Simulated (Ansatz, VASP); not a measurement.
# Cross-check of La2O3 between VASP and Ansatz

Aim: how closely do two programs agree when they are given the same cell, functional and k mesh? The cell is taken from a series of runs on this material, whose earlier steps may have relaxed, scaled, displaced or heated it; both programs get it as it stands.

Main program and level: Ansatz 0.2.0; plane waves, with VASP 6.6.1 beside it; zone-centre phonons at LDA.

## 1. The structure

The structure is trigonal, space group P-3m1 (No. 164). Conventional cell: a = 3.850 Å, b = 3.850 Å, c = 5.689 Å, α = 90.00°, β = 90.00°, γ = 120.00°. O has 4 La at 2.31 to 2.35 Å nearest. Nearest to O lie 6 La at 2.60 Å. La has 7 O at 2.31 to 2.60 Å nearest. Farther neighbours and most contacts between anions are not listed.

## 2. Ansatz: zone-centre phonons, LDA

Ansatz runs on its PAW soft_1 files.

Second derivatives magnify differences that forces hide, and they need a tight electronic threshold.

The input, input.yaml:

```yaml
crystal:
  lattice:
    - [3.8503022536, 0.0, 0.0]
    - [-1.9251511268, 3.3344595639, 0.0]
    - [0.0, 0.0, 5.6894029218]
  atoms:
    - { symbol: O, position: [0.6666666667, 0.3333333333, 0.3488272879] }
    - { symbol: O, position: [0.3333333333, 0.6666666667, 0.6511727121] }
    - { symbol: O, position: [0.0, 0.0, 0.0] }
    - { symbol: La, position: [0.6666666667, 0.3333333333, 0.7617538756] }
    - { symbol: La, position: [0.3333333333, 0.6666666667, 0.2382461244] }
kpoints:
  mp_grid: { grid: [9, 9, 4] }
hamiltonian:
  xc: lda
  pseudopotentials: { kind: paw, azcp: { folder: soft_1 }, xc_functional: pbe }
scf:
  occupations: { method: fixed }
output:
  eigenvalues: true
phonons:
  method: dfpt
  dielectric: true
  rigid_motions: translations
```

Launch:

```
ansatz run input.yaml --threads 4 --pin off --max-ram 16384MiB --backend cpu --events-out ev --progress --plain --runs-dir out
```

Numbers of over 12 decimals in the logs are rounded to 6 here.

The log of the run:

```text
Engine: ansatz 0.2.0, aarch64-unknown-linux-gnu
Pseudopotentials: kind: paw
Pseudopotential: O, paw, valence charge 6, recommended cutoff 420 eV (normal), soft_1/O.paw.azcp
Pseudopotential: La, paw, valence charge 11, recommended cutoff 420 eV (normal), soft_1/La.paw.azcp
Functional definition: SPW92
  exchange = slater_x
  correlation = pw_c
Crystal: 5 atoms, lattice volume = 73.044 Å³
Basis set: ecut = 420 eV, 1435 PW (Γ), exchange–correlation on 54×54×80 points (8 copies of the dense FFT grid, shifted against one another)
Bands: 25, of which v1, the nominal top of the filled ones, is band 20 counted from 1 (19 counted from 0)
Symmetry: 12 space group operations
k-points: 95 of 324 (irreducible under 2 space group operations, time reversal used)
Non-local potential: O, projectors of the file, l = 0: 2, l = 1: 2, l = 2: 1
Non-local potential: La, projectors of the file, l = 0: 3, l = 1: 2, l = 2: 2, l = 3: 3
PAW form: soft (Blöchl's): semilocal exchange-correlation on the pseudo side does not see the compensation charge
PAW frozen core: O, regenerated for the run's functional, and the local potential with it (the file was generated under x = pbe(κ = 0.804, μ = 0.219515), c = pbe(β = 0.066725))
PAW frozen core: La, regenerated for the run's functional, and the local potential with it (the file was generated under x = pbe(κ = 0.804, μ = 0.219515), c = pbe(β = 0.066725))
PAW one-centre angular grid: O, 110 points (default); XC on 64 Gauss nodes
PAW one-centre angular grid: La, 590 points (default); XC on 64 Gauss nodes
Initial density: superposition of atomic densities (chi_scale 0.1, normalization cell, long waves kept (reshape's long-wave potential 0.02 eV rms))
Initial wavefunctions: pseudopotential atomic-orbital guess
Functional: x = slater, c = lda
SCF iter   1: F=—  HF=-13828.872556 eV  |F-HF|=—  |Δ(HF+E_count)|=         —  Δρ=6.69e-2  dr2=3.16e0  ethr=3.10e-3  ⟨swp⟩=3.8  Hψ=9384  notcnv=0  defer=182
preconditioner: auto → Resta (q_TF=auto, 2.468 Å⁻¹)  ε∞=5.8  [insulator: Δε(μ)=3.126 eV  Ē_g=11.845 eV  n_scr=22 (ndim 8)  ℏωp=26.1 eV  f_vac=0.000  ε∞_Penn≈5.8]
SCF iter   2: F=—  HF=-13828.340326 eV  |F-HF|=—  |Δ(HF+E_count)|=   5.32e-1  Δρ=3.00e-2  dr2=8.43e-1  ethr=3.10e-3  ⟨swp⟩=4.8  Hψ=5909  notcnv=0  defer=201
SCF iter   3: F=—  HF=-13828.240861 eV  |F-HF|=—  |Δ(HF+E_count)|=   9.95e-2  Δρ=1.56e-2  dr2=2.50e-1  ethr=2.11e-3  ⟨swp⟩=2.1  Hψ=3466  notcnv=0  defer=263
SCF iter   4: F=—  HF=-13828.199917 eV  |F-HF|=—  |Δ(HF+E_count)|=   4.09e-2  Δρ=5.51e-3  dr2=3.88e-2  ethr=6.24e-4  ⟨swp⟩=3.6  Hψ=3435  notcnv=0  defer=269
SCF iter   5: F=—  HF=-13828.192653 eV  |F-HF|=—  |Δ(HF+E_count)|=   7.26e-3  Δρ=2.51e-3  dr2=5.24e-3  ethr=9.69e-5  ⟨swp⟩=4.6  Hψ=4922  notcnv=0  defer=283
SCF iter   6: F=—  HF=-13828.192035 eV  |F-HF|=—  |Δ(HF+E_count)|=   6.18e-4  Δρ=1.08e-3  dr2=8.61e-4  ethr=1.31e-5  ⟨swp⟩=3.1  Hψ=3718  notcnv=0  defer=283
SCF iter   7: F=—  HF=-13828.192055 eV  |F-HF|=—  |Δ(HF+E_count)|=   2.05e-5  Δρ=2.01e-4  dr2=3.00e-5  ethr=2.15e-6  ⟨swp⟩=3.0  Hψ=3502  notcnv=0  defer=283
SCF iter   8: F=—  HF=-13828.192057 eV  |F-HF|=—  |Δ(HF+E_count)|=   1.81e-6  Δρ=3.75e-5  dr2=9.10e-7  ethr=7.51e-8  ⟨swp⟩=2.3  Hψ=3885  notcnv=0  defer=283
SCF iter   9: F=—  HF=-13828.192057 eV  |F-HF|=—  |Δ(HF+E_count)|=   1.02e-7  Δρ=6.19e-6  dr2=3.14e-8  ethr=2.28e-9  ⟨swp⟩=2.0  Hψ=3888  notcnv=0  defer=273
SCF iter  10: F=—  HF=-13828.192057 eV  |F-HF|=—  |Δ(HF+E_count)|=   2.06e-9  Δρ=1.21e-6  dr2=1.13e-9  ethr=7.85e-11  ⟨swp⟩=2.4  Hψ=4159  notcnv=0  defer=273
SCF iter  11: F=—  HF=-13828.192057 eV  |F-HF|=—  |Δ(HF+E_count)|=  5.28e-11  Δρ=9.58e-7  dr2=5.41e-10  ethr=2.83e-12  ⟨swp⟩=2.0  Hψ=3808  notcnv=0  defer=273
SCF iter  12: F=-13828.192057 eV  HF=-13828.192057 eV  |F-HF|=1.27e-11  |Δ(HF+E_count)|=  1.07e-10  Δρ=1.73e-7  dr2=1.85e-11  ethr=1.00e-12  ⟨swp⟩=18.1  Hψ=19802  notcnv=0
SCF 1 converged in 12 iterations: F = -13828.192057 eV  dr2 = 1.85e-11
  greatest PAW one-centre occupation: 0.972 electrons in one spin orbital (limit 2), on the La atom at site 4 (counted from 0), in its partial waves of l = 0
NSCF: frozen V_eff on 4 k-points
DFPT response loops at Γ: preconditioner auto → Resta (q_TF=auto, 2.468 Å⁻¹)  ε∞=4.0 (no band partly filled); β = 1.00, the filter's whole step (`scf.mixing.beta` (0.50) is not read by the response loops at its default; to damp them type it under 1.00, their step now; it binds the ground state too); Broyden in place of MSR1
── the response to a field inside a basis, on 10×10×4 k-points: an SCF that follows is theirs, and a resumed run solves both again ──
Bands: 21, of which v1, the nominal top of the filled ones, is band 20 counted from 1 (19 counted from 0)
k-points: 110 of 400 (irreducible under 4 space group operations)
Initial density: handed on by an earlier stage of this run
Initial wavefunctions: pseudopotential atomic-orbital guess (no wavefunctions were taken with the density)
Eigensolver: Dense (110 Hₖ)
SCF iter   1: F=—  HF=-13828.186429 eV  |F-HF|=—  |Δ(HF+E_count)|=         —  Δρ=3.91e-4  dr2=2.20e-5  ethr=1.00e-1
preconditioner: auto → Resta (q_TF=auto, 2.468 Å⁻¹)  ε∞=5.8  [insulator: Δε(μ)=3.810 eV  Ē_g=11.952 eV  n_scr=22 (ndim 8)  ℏωp=26.1 eV  f_vac=0.017  ε∞_Penn≈5.8]
SCF iter   2: F=—  HF=-13828.186423 eV  |F-HF|=—  |Δ(HF+E_count)|=   6.58e-6  Δρ=1.63e-4  dr2=7.96e-6  ethr=5.50e-8
SCF iter   3: F=—  HF=-13828.186421 eV  |F-HF|=—  |Δ(HF+E_count)|=   1.64e-6  Δρ=8.38e-5  dr2=9.16e-7  ethr=1.99e-8
SCF iter   4: F=-13828.186421 eV  HF=-13828.186421 eV  |F-HF|=1.85e-8  |Δ(HF+E_count)|=   3.09e-7  Δρ=6.28e-6  dr2=2.38e-8  ethr=2.29e-9
SCF 1 converged in 4 iterations: F = -13828.186421 eV  dr2 = 2.38e-8
DFPT response loops at Γ: mixed as the last ones told, above
SCF converged after 12 iterations
Free energy (F): -13828.192057 eV
Harris-Foulkes:  -13828.192057 eV  (|F-HF|=1.27e-11)
Internal energy: -13828.192057 eV  (E = F + TS)
E sigma→0 (E₀):  -13828.192057 eV
Fermi energy:    10.911384 eV
--- Per-component energies (eV) ---
  E_band       = 43.986184
  E_kinetic    = 889.514936
  E_local      = -1355.246670  (includes V_loc(G=0)·N_el)
  E_nonlocal   = 344.937564
  E_hartree    = 510.918521
  E_xc         = -501.980195
  E_vxc        = -570.324554  (∫ρ·V_xc dr)
  E_paw        = -10943.983036  (= ΣΔE_a)
  E_vpaw       = -286.734446  (= ΣTr[D̂ρ^β])
  E_aug_tail   = 0.002391  (compensation charges beyond the density's cutoff)
  E_ewald      = -2773.289984
  E_core_change = 0.934417  (= ΣΔE_core)
  E_smearing   = -0.000000  (= −TS)
  E_closure    = 0.000000  (closes the sum)
  Σ components = -13828.192057   (vs F -13828.192057, Δ=0.00e0)
--- Band table (eV; the first three rows and the last of 95) ---
  k-point 0: bands = [... 16 lower, 8.9092, 10.3527, 10.3527, 10.6161, 15.2448, 15.2448, 15.3893, 16.6208, ... 1 higher]
  k-point 1: bands = [... 16 lower, 9.4795, 10.2571, 10.4454, 10.4454, 15.3782, 15.3782, 15.5253, 16.4997, ... 1 higher]
  k-point 2: bands = [... 16 lower, 9.6542, 9.8817, 10.5551, 10.5551, 15.5097, 15.5097, 15.7602, 16.3763, ... 1 higher]
  k-point 94: bands = [... 16 lower, 10.0577, 10.0844, 10.5770, 10.8615, 15.5841, 15.7518, 15.9286, 16.3885, ... 1 higher]
--- Phonons (Γ-DFPT): 6 representative perturbations + reference, on 95 of 324 k-points (Σ response iterations 23) ---
  k mesh reduced under 2 symmetry operations, with k and −k counted as one. Each operation leaves every solved perturbation unchanged. A smaller set is not considered because the run solves the response to a homogeneous field
  ASR residual: 1.614e-4 → 0.000e0 eV/Å²; symmetrization residual: 1.894e-6 eV/Å²
  ASR residual per site (eV/Å²): 7.25e-5 7.25e-5 1.61e-4 1.28e-5 1.28e-5
  Γ frequencies (cm⁻¹): 0.00 0.00 0.00 118.83 118.83 218.71 241.56 257.77 257.77 408.89 408.89 412.52 434.04 434.04 468.66
  ε∞ (high-frequency dielectric tensor):
        5.034944     0.000000     0.000000
        0.000000     5.034944     0.000000
        0.000000     0.000000     5.047250
  ε⁰ (static dielectric tensor: ions relaxed, cell fixed):
       19.705223     0.000000     0.000000
        0.000000    19.705223    -0.000000
        0.000000    -0.000000    21.367304
  ε⁰ − ε∞ (ionic part):
       14.670279     0.000000     0.000000
        0.000000    14.670279    -0.000000
        0.000000    -0.000000    16.320054
  softest optical mode at Γ: 118.83 cm⁻¹; the repairs (sum rule, projections) moved no ω² at Γ by more than (1.80 cm⁻¹)²
  Born effective charges Z* (e; rows j = field, columns β = displacement):
    site 0:
        -2.85725   -0.00000    0.00000
        -0.00000   -2.85725    0.00000
         0.00000    0.00000   -2.69757
    site 1:
        -2.85725    0.00000    0.00000
        -0.00000   -2.85725    0.00000
         0.00000    0.00000   -2.69757
    site 2:
        -2.86554    0.00000   -0.00000
         0.00000   -2.86554   -0.00000
         0.00000    0.00000   -2.50395
    site 3:
         4.29002    0.00000   -0.00000
         0.00000    4.29002   -0.00000
        -0.00000   -0.00000    3.94954
    site 4:
         4.29002   -0.00000    0.00000
         0.00000    4.29002   -0.00000
        -0.00000   -0.00000    3.94954
  Z* charge neutrality: 1.820e-3 e pre-enforcement
  solved inside a basis spanned on kpoints, on 10×10×4 k-points, its susceptibility summed on 12×12×8: ε∞ is read to err by 1.3e-2, Z* by 1.5e-2 e (field_mesh: kpoints solves on kpoints); Z* is corrected for what the basis lacks
  optical modes at Γ without the LO–TO term, one row a degenerate level:
      ω (cm⁻¹)  modes    IR ((D/Å)²/amu)
[...]
optical modes at Γ + LO–TO along q̂ = [1.0000, 0.0000, 0.0000]:
      ω (cm⁻¹)  modes    IR ((D/Å)²/amu)
[...]
optical modes at Γ + LO–TO along q̂ = [0.0000, 1.0000, 0.0000]:
      ω (cm⁻¹)  modes    IR ((D/Å)²/amu)
[...]
optical modes at Γ + LO–TO along q̂ = [0.0000, 0.0000, 1.0000]:
      ω (cm⁻¹)  modes    IR ((D/Å)²/amu)
        118.83      2             0.0000
        218.71      1             0.0000
        257.77      2            56.0599
        408.89      2            26.9384
        412.52      1             0.0000
        423.81      1             6.8512
        434.04      2             0.0000
        549.60      1            28.3583
```

(Part 1 of 3 ends here.)

[Lines on the potential files, build, host, timing and source positions are cut from VASP's logs without a mark.]

[Logs are printed without paths, hosts, clocks, repeated set-up lines and the standing remarks that a program may print on its own settings, such as how far it seeks lower states.]

[Hosts, paths, dates, database ids (printed as entryN), source tags and the programs' standing remarks are cut or masked in the printed files.]
